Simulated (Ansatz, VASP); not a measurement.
## Cross-check of Cu (Cu(110)) between VASP and Ansatz

One calculation is typed for both programs; each brings its own data sets and cutoff. How far apart do they land?

Calculated with Ansatz 0.2.0; plane waves, with VASP 6.6.1 beside it; single point at PBEsol.

## 1. Starting point

The cell holds 9 atoms: 9 Cu. Its edges and angles: a = 3.564 Å, b = 2.520 Å, c = 25.080 Å, α = 90.0°, β = 90.0°, γ = 90.0°. It derives from Cu. As first built, before any earlier steps moved the atoms (in the runner's words): 9 layers of fcc Cu, cut at this functional's lattice. Vacuum lies along c.

## 2. VASP: single point, PBEsol

A single point gives forces, pressure and levels at one fixed geometry, so differences don't come from the geometry; what else differs is listed under the comparison.

Lines of VASP's logs that name or quote its potential files are left out, and so is its time.

Contents of INCAR:

```
SYSTEM = Cu
PREC = Normal
ENCUT = 330
EDIFF = 1E-06
NELM = 120
ISMEAR = 1
SIGMA = 0.15
LREAL = .FALSE.
ALGO = Fast
GGA = PS
NBANDS = 61
LASPH = .TRUE.
LORBIT = 11
LWAVE = .FALSE.
LCHARG = .TRUE.
KPAR = 4
IDIPOL = 3
LDIPOL = .TRUE.
DIPOL = 0.5 0.5 0.5
LVHAR = .TRUE.
LVACPOTAV = .TRUE.
NEDOS = 1500
```

Contents of POSCAR:

```
Cu
1.0
    3.5638568524      0.0000000000      0.0000000000
    0.0000000000      2.5200273475      0.0000000000
    0.0000000000      0.0000000000     25.0801093900
Cu
9
Direct
    0.0000000000      0.0000000000      0.3029084695
    0.5000000000      0.5000000000      0.3483929174
    0.0000000000      0.0000000000      0.4006011552
    0.5000000000      0.5000000000      0.4500255836
    0.0000000000      0.0000000000      0.5000000000
    0.5000000000      0.5000000000      0.5499744164
    0.0000000000      0.0000000000      0.5993988448
    0.5000000000      0.5000000000      0.6516070826
    0.0000000000      0.0000000000      0.6970915305
```

Contents of KPOINTS:

```
Automatic mesh
0
Gamma
9 12 1
0 0 0
```

PAW data sets: Cu (PBE family, release 64).

Launch:

```sh
$ mpirun -np 4 vasp_std
```

Numbers of over 12 decimals in the logs are rounded to 6 here.

Log:

```text
[banner, memory and clock lines left out]
running    4 mpi-ranks, on    1 nodes
 distrk:  each k-point on    1 cores,    4 groups
 distr:  one band on    1 cores,    1 groups

 POSCAR found type information on POSCAR Cu
 POSCAR found :  1 types and       9 ions
|                                                                             |
|               ----> ADVICE to this user running VASP <----                  |
|                                                                             |
|     You enforced a specific xc type in the INCAR file but a different       |
|     [... a line on the potential file left out ...]
|     I HOPE YOU KNOW WHAT YOU ARE DOING!                                     |
|                                                                             |

 LDA part: xc-table for (Slater+PW92), standard interpolation
 POSCAR, INCAR and KPOINTS ok, starting setup
 FFT: planning ... GRIDC
 FFT: planning ... GRID_SOFT
 FFT: planning ... GRID
 WAVECAR not read
 entering main loop
       N       E                     dE             d eps       ncg     rms          rms(c)
DAV:   1     0.823285575474E+03    0.82329E+03   -0.33302E+04  4270   0.166E+03
DAV:   2     0.536276575255E+02   -0.76966E+03   -0.74476E+03  4270   0.392E+02
DAV:   3    -0.420630183946E+02   -0.95691E+02   -0.88305E+02  4435   0.190E+02
DAV:   4    -0.457320057087E+02   -0.36690E+01   -0.36341E+01  4699   0.510E+01
DAV:   5    -0.458191568326E+02   -0.87151E-01   -0.87086E-01  5029   0.646E+00    0.242E+01
RMM:   6    -0.399167030199E+02    0.59025E+01   -0.94727E+01  4569   0.103E+02    0.125E+01
RMM:   7    -0.367822028301E+02    0.31345E+01   -0.19250E+01  4530   0.497E+01    0.280E+00
RMM:   8    -0.368146766907E+02   -0.32474E-01   -0.12854E+00  4651   0.746E+00    0.223E+00
RMM:   9    -0.367268169123E+02    0.87860E-01   -0.45398E-01  4735   0.579E+00    0.443E-01
RMM:  10    -0.367296071377E+02   -0.27902E-02   -0.16151E-01  5151   0.239E+00    0.389E-01
RMM:  11    -0.367289603609E+02    0.64678E-03   -0.29702E-02  4791   0.125E+00    0.268E-01
RMM:  12    -0.367277077255E+02    0.12526E-02   -0.11905E-02  4801   0.879E-01    0.977E-02
RMM:  13    -0.367275425802E+02    0.16515E-03   -0.46670E-03  5264   0.403E-01    0.568E-02
RMM:  14    -0.367275293143E+02    0.13266E-04   -0.10266E-03  4813   0.241E-01    0.526E-02
[...]
RMM:  19    -0.367279761728E+02   -0.51632E-04   -0.36525E-05  4812   0.510E-02    0.557E-03
RMM:  20    -0.367280154309E+02   -0.39258E-04   -0.18262E-05  4781   0.264E-02    0.820E-03
RMM:  21    -0.367280391508E+02   -0.23720E-04   -0.71099E-06  4267   0.231E-02    0.318E-03
RMM:  22    -0.367280536176E+02   -0.14467E-04   -0.34195E-06  3407   0.140E-02    0.265E-03
RMM:  23    -0.367280711219E+02   -0.17504E-04   -0.23917E-06  3077   0.138E-02    0.149E-03
RMM:  24    -0.367280748160E+02   -0.36940E-05   -0.60926E-07  2903   0.624E-03    0.616E-04
RMM:  25    -0.367280758522E+02   -0.10362E-05   -0.26302E-07  2813   0.417E-03    0.795E-04
RMM:  26    -0.367280761151E+02   -0.26290E-06   -0.13093E-07  2682   0.346E-03
|                                                                             |
|           W    W    AA    RRRRR   N    N  II  N    N   GGGG   !!!           |
|           W    W   A  A   R    R  NN   N  II  NN   N  G    G  !!!           |
|           W    W  A    A  R    R  N N  N  II  N N  N  G       !!!           |
|           W WW W  AAAAAA  RRRRR   N  N N  II  N  N N  G  GGG   !            |
|           WW  WW  A    A  R   R   N   NN  II  N   NN  G    G                |
|           W    W  A    A  R    R  N    N  II  N    N   GGGG   !!!           |
|                                                                             |
|     Did not find any points to average over, which means that no vacuum     |
|     field-free region was found. Please increase the size of  your cell     |
|     in the dimension of the dipole correction to obtain accurate            |
|     workfunction values.                                                    |
|                                                                             |

   1 F= -.36728076E+02 E0= -.36728180E+02  d E =0.312207E-03
```

OUTCAR, selected parts (step 2):

```text
ion  position               nearest neighbor table
   1  0.000  0.000  0.303-   3 2.45   2 2.46   2 2.46   2 2.46   2 2.46
   2  0.500  0.500  0.348-   1 2.46   1 2.46   1 2.46   1 2.46   3 2.55   3 2.55   3 2.55   3 2.55
                             4 2.55
   3  0.000  0.000  0.401-   1 2.45   5 2.49   4 2.51   4 2.51   4 2.51   4 2.51   2 2.55   2 2.55
                             2 2.55   2 2.55
   4  0.500  0.500  0.450-   6 2.51   3 2.51   3 2.51   3 2.51   3 2.51   5 2.52   5 2.52   5 2.52
                             5 2.52   2 2.55
   5  0.000  0.000  0.500-   3 2.49   7 2.49   6 2.52   4 2.52   4 2.52   6 2.52   4 2.52   6 2.52
                             4 2.52   6 2.52
   6  0.500  0.500  0.550-   4 2.51   7 2.51   7 2.51   7 2.51   7 2.51   5 2.52   5 2.52   5 2.52
                             5 2.52   8 2.55
   7  0.000  0.000  0.599-   9 2.45   5 2.49   6 2.51   6 2.51   6 2.51   6 2.51   8 2.55   8 2.55
                             8 2.55   8 2.55
   8  0.500  0.500  0.652-   9 2.46   9 2.46   9 2.46   9 2.46   7 2.55   7 2.55   7 2.55   7 2.55
                             6 2.55
   9  0.000  0.000  0.697-   7 2.45   8 2.46   8 2.46   8 2.46   8 2.46

  LATTYP: Found a simple orthorhombic cell.
 ALAT       =     2.5200273475
 B/A-ratio  =     1.4142135624
 C/A-ratio  =     9.9523163568

 Subroutine GETGRP returns: Found  8 space group operations
 (whereof  8 operations were pure point group operations)

The static configuration has the point symmetry D_2h.

 Found     35 irreducible k-points:

   k-points           NKPTS =     35   k-points in BZ     NKDIM =     35   number of bands    NBANDS=     61

   dimension x,y,z NGX =    16 NGY =   12 NGZ =  112
   dimension x,y,z NGXF=    32 NGYF=   24 NGZF=  224

   ENCUT  =  330.0 eV  24.25 Ry    4.92 a.u.   5.28  3.73 37.15*2*pi/ulx,y,z

   NELECT =      99.0000    total number of electrons

 k-points in reciprocal lattice and weights: Automatic mesh
   0.00000000  0.00000000  0.00000000       0.009
   0.11111111  0.00000000  0.00000000       0.019
   0.22222222  0.00000000  0.00000000       0.019
   0.33333333  0.00000000  0.00000000       0.019
   0.44444444  0.00000000  0.00000000       0.019
   0.00000000  0.08333333  0.00000000       0.019
   0.11111111  0.08333333  0.00000000       0.037
   0.22222222  0.08333333  0.00000000       0.037
   0.33333333  0.08333333  0.00000000       0.037
[...]
0.33333333  0.50000000  0.00000000       0.019
   0.44444444  0.50000000  0.00000000       0.019

 dipolmoment           0.000000      0.000000     -0.000000 electrons x Angstroem

 average (electrostatic) potential at core
       1 -69.4388       2 -69.8588       3 -69.8841       4 -69.9269       5 -69.8677
       6 -69.9269       7 -69.8841       8 -69.8588       9 -69.4388

 E-fermi :   1.1675

 k-point     1 :       0.0000    0.0000    0.0000
  band No.  band energies     occupation
    ...
     46      -0.4379      2.00000
     47      -0.4330      2.00000
     48      -0.2496      2.00000
     49      -0.2383      2.00000
     50       0.2412      2.00000
     51       1.4327     -0.03138
     52       3.1377     -0.00000
     53       3.2874     -0.00000
     54       4.4720      0.00000
     55       4.9596      0.00000
    ...

 k-point     2 :       0.1111    0.0000    0.0000
  band No.  band energies     occupation
    ...
     46      -0.4260      2.00000
     47      -0.4038      2.00000
     48      -0.2635      2.00000
     49      -0.2590      2.00000
     50       0.2560      2.00000
     51       1.4837     -0.01111
     52       2.2775     -0.00000
     53       3.3275     -0.00000
     54       3.4780     -0.00000
     55       4.9790      0.00000
    ...

 k-point     3 :       0.2222    0.0000    0.0000
  band No.  band energies     occupation
    ...
     47      -0.3958      2.00000
     48      -0.2932      2.00000
     49      -0.2869      2.00000
     50       0.3026      2.00000
     51       0.7968      2.00263
     52       1.6143     -0.00021
     53       1.8454     -0.00000
     54       2.8770     -0.00000
     55       3.6870     -0.00000
     56       4.3481      0.00000
    ...

  Total       -1.2823264     -1.0991182      0.2248720     -0.0000000      0.0000000      0.0000000
  in kB       -9.1212473     -7.8180788      1.5995250     -0.0000000      0.0000000      0.0000000
  external PRESSURE =      -5.1132670 kB  Pullay stress =       0.0000000 kB

  energy-cutoff  :      330.00
  volume of cell :      225.24
      direct lattice vectors                 reciprocal lattice vectors
     3.563856852  0.000000000  0.000000000     0.280594884  0.000000000  0.000000000
     0.000000000  2.520027348  0.000000000     0.000000000  0.396821090  0.000000000
     0.000000000  0.000000000 25.080109390     0.000000000  0.000000000  0.039872234

 POSITION                                       TOTAL-FORCE (eV/Angst)
 -----------------------------------------------------------------------------------
      0.00000      0.00000      7.59698         0.000000     -0.000000      0.003611
      1.78193      1.26001      8.73773         0.000000     -0.000000      0.005870
      0.00000      0.00000     10.04712         0.000000     -0.000000     -0.011225
      1.78193      1.26001     11.28669         0.000000     -0.000000     -0.014580
      0.00000      0.00000     12.54005         0.000000     -0.000000      0.000000
      1.78193      1.26001     13.79342         0.000000     -0.000000      0.014580
      0.00000      0.00000     15.03299         0.000000      0.000000      0.011225
      1.78193      1.26001     16.34238         0.000000     -0.000000     -0.005870
      0.00000      0.00000     17.48313         0.000000     -0.000000     -0.003611
 -----------------------------------------------------------------------------------
    total drift:                                0.000000      0.000000      0.000000

  FREE ENERGIE OF THE ION-ELECTRON SYSTEM (eV)
  ---------------------------------------------------
  free  energy   TOTEN  =       -36.7280761151 eV

  energy  without entropy=      -36.7283883226  energy(sigma->0) =      -36.72818018

 vacuum level on the upper side and lower side of the slab         5.597         5.597

 total charge
# of ion       s       p       d       tot
------------------------------------------
    1        0.465   0.269   9.212   9.946
    2        0.465   0.401   9.164  10.029
    3        0.465   0.416   9.173  10.055
    4        0.465   0.426   9.162  10.053
    5        0.468   0.424   9.170  10.063
    6        0.465   0.426   9.162  10.053
    7        0.465   0.416   9.173  10.055
    8        0.465   0.401   9.164  10.029
    9        0.465   0.269   9.212   9.946
--------------------------------------------------
tot          4.186   3.449  82.593  90.228

[... 3 further parts left out ...]
```

[end of part 1 of 2]

[Lines on the potential files, build, host, timing and source positions are cut from VASP's logs without a mark.]

[Logs are printed without paths, hosts, clocks, repeated set-up lines and the standing remarks that a program may print on its own settings, such as how far it seeks lower states.]

[Hosts, paths, dates, database ids (printed as entryN), source tags and the programs' standing remarks are cut or masked in the printed files.]
